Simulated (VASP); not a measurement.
# CaAuSe3: single point with PBE

CaAuSe3:

```
Ca Au Se
1.0
     3.81493   -0.04553   -0.03312
     1.98157   -6.30302   -0.01998
     0.08175   -0.00518   -9.49526
Ca Au Se
2 2 6
Direct
  0.75307 0.51087 0.74935
  0.25159 0.49552 0.24780
  0.01262 0.00554 0.99791
  0.00248 0.99774 0.49997
  0.36182 0.28602 0.94122
  0.64137 0.71142 0.43327
  0.63754 0.70909 0.06004
  0.37094 0.28736 0.56261
  0.08493 0.82786 0.75123
  0.90730 0.18089 0.25183
```

The cell was built by a generator and needn't be a form met in nature.

* Program: VASP 6.6.1
* Task: single point
* Functional: PBE
* Potentials or basis: VASP PAW PBE potentials, release 64 (Ca_sv, Au, Se)
* Cutoff: 520 eV
* k mesh: 5 × 3 × 2, shifted
* Occupations: fermi-dirac, width 0.1 eV
* Spin: no spin polarisation

```
Pressure               : 3.3 GPa
Largest force          : 1.235 eV/Å
Band gap on the k mesh : none (metal or under the smearing width)
```

Forces on the atoms (eV/Å):
```
Ca  -0.044  0.495 -0.017
Ca  -0.161 -0.498 -0.006
Au  -0.285  0.158 -0.242
Au   0.079 -0.090  0.030
Se   0.200 -0.164 -0.921
Se  -0.169 -0.110 -1.219
Se   0.104 -0.160  1.099
Se   0.100  0.057  1.053
Se  -0.023 -0.769  0.131
Se   0.198  1.080  0.092
```

Stress tensor (GPa, compression positive):
```
 6.42  0.24  0.21
 0.24  1.64 -0.03
 0.21 -0.03  1.75
```

Levels at points of the mesh, in eV from the Fermi level:
| k point | band 37 | band 38 | band 39 | band 40 | band 41 | band 42 |
| --- | --- | --- | --- | --- | --- | --- |
| (0.00, 0.00, 0.25) | -0.15 | -0.11 | -0.07 | -0.01 | 0.30 | 0.72 |

Wall time 4.9 min on 1 thread of Intel(R) Xeon(R) Platinum 8375C CPU @ 2.90GHz (Ice Lake) (shared host), peak memory 0.4 GiB.

Caveat: forces of over 1 eV/Å show positions far from the minimum, so gaps and moduli don't describe the material at rest. The run has no spin-orbit coupling, so splittings on Au are missing.
